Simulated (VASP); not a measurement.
These are RPBE GGA, VASP's PBE PAW potentials (set 64) (plane waves; VASP 6.6.1) values and carry that method's errors.

VASP ran on this input.

**KPOINTS**
```
k-points along high-symmetry lines
10
Line-mode
Reciprocal
  0.000000   0.000000   0.000000 ! GAMMA
  0.000000   0.500000   0.000000 ! M

  0.000000   0.500000   0.000000 ! M
 -0.333333   0.666667   0.000000 ! K

 -0.333333   0.666667   0.000000 ! K
  0.000000   0.000000   0.000000 ! GAMMA

  0.000000   0.000000   0.000000 ! GAMMA
  0.000000   0.000000   0.500000 ! A

  0.000000   0.000000   0.500000 ! A
  0.000000   0.500000   0.500000 ! L

  0.000000   0.500000   0.500000 ! L
 -0.333333   0.666667   0.500000 ! H

 -0.333333   0.666667   0.500000 ! H
  0.000000   0.000000   0.500000 ! A

  0.000000   0.500000   0.500000 ! L
  0.000000   0.500000   0.000000 ! M

 -0.333333   0.666667   0.500000 ! H
 -0.333333   0.666667   0.000000 ! K
```

INCAR:
```
ALGO=Normal
EDIFF=1E-7
ENCUT=520
GGA=RP
ICHARG=11
ISMEAR=0
LASPH=.TRUE.
LCHARG=.FALSE.
LMAXMIX=4
LORBIT=11
LREAL=.FALSE.
LWAVE=.FALSE.
NELM=100
PREC=Accurate
SIGMA=0.05
SYSTEM=MoS2
```

POSCAR:
```
MoS2
1
    1.6043962860    -2.7788955961     0.0000000000
    1.6043962860     2.7788955961     0.0000000000
    0.0000000000     0.0000000000    16.1348821200
Mo S
2 4
Direct
  0.3333330000   0.6666670000   0.2500000000
  0.6666670000   0.3333330000   0.7500000000
  0.3333330000   0.6666670000   0.8468495275
  0.6666670000   0.3333330000   0.3468495275
  0.6666670000   0.3333330000   0.1531504725
  0.3333330000   0.6666670000   0.6531504725
```

POTCAR, in this order: Mo_sv S (PBE.64 set). Program: vasp_std. Read from the step before: CHGCAR.

The run wrote:

OSZICAR:
```
       N       E                     dE             d eps       ncg     rms          rms(c)
DAV:   1     0.445877407462E+03    0.44588E+03   -0.29467E+04  6492   0.153E+03
DAV:   2    -0.146615463103E+02   -0.46054E+03   -0.45075E+03  7068   0.376E+02
DAV:   3    -0.396295723543E+02   -0.24968E+02   -0.24495E+02  7226   0.753E+01
DAV:   4    -0.403613172387E+02   -0.73174E+00   -0.72957E+00  7070   0.126E+01
DAV:   5    -0.403885552110E+02   -0.27238E-01   -0.27226E-01  7617   0.216E+00
DAV:   6    -0.403891771209E+02   -0.62191E-03   -0.62165E-03  7336   0.323E-01
DAV:   7    -0.403892003070E+02   -0.23186E-04   -0.23182E-04  7685   0.495E-02
DAV:   8    -0.403892009420E+02   -0.63507E-06   -0.63525E-06  7206   0.772E-03
DAV:   9    -0.403892009650E+02   -0.22932E-07   -0.22921E-07  5221   0.131E-03
   1 F= -.40389201E+02 E0= -.40389201E+02  d E =-.164772E-28
```

File OUTCAR:
```
 val. band max:        3.8168968771   @ k =   0.0000   0.0000   0.0000

 cond. band min:       5.2580142734   @ k =  -0.3333   0.6667   0.4444



 k-point     1 :       0.0000    0.0000    0.0000
  band No.  band energies     occupation
      1     -57.2471      2.00000
      2     -57.2471      2.00000
      3     -31.3634      2.00000
      4     -31.3634      2.00000
      5     -31.1912      2.00000
      6     -31.1912      2.00000
      7     -31.1912      2.00000
      8     -31.1912      2.00000
      9     -10.3180      2.00000
     10     -10.3132      2.00000
     11      -9.0443      2.00000
     12      -9.0350      2.00000
     13      -1.8828      2.00000
     14      -1.8227      2.00000
     15       1.0627      2.00000
     16       1.0627      2.00000
     17       1.0628      2.00000
     18       1.0628      2.00000
     19       1.8386      2.00000
     20       2.0993      2.00000
     21       2.1402      2.00000
     22       2.1402      2.00000
     23       2.1406      2.00000
     24       2.1406      2.00000
     25       3.6206      2.00000
     26       3.8169      2.00000
     27       6.3567      0.00000
     28       6.3574      0.00000
     29       6.3645      0.00000
     30       6.3717      0.00000
     31       6.5991      0.00000

 k-point     2 :       0.0000    0.0556    0.0000
  band No.  band energies     occupation
      1     -57.2461      2.00000
      2     -57.2461      2.00000
      3     -31.3614      2.00000
      4     -31.3614      2.00000
      5     -31.2017      2.00000
      6     -31.2017      2.00000
      7     -31.1936      2.00000
      8     -31.1936      2.00000
      9     -10.2740      2.00000
     10     -10.2692      2.00000
     11      -9.0261      2.00000
     12      -9.0169      2.00000
     13      -1.8315      2.00000
     14      -1.7716      2.00000
     15       0.9604      2.00000
     16       0.9605      2.00000
     17       1.1087      2.00000
     18       1.1088      2.00000
...
```

The density is held fixed in this step, so its total energy and stress have no physical meaning. Without a dispersion term in the relaxation, distances and binding between the weakly bound layers, chains or molecules are unreliable, and so is what depends on them.

The compound is MoS2 in the 2H layered structure. It was relaxed first, which changed the volume by +35 %.
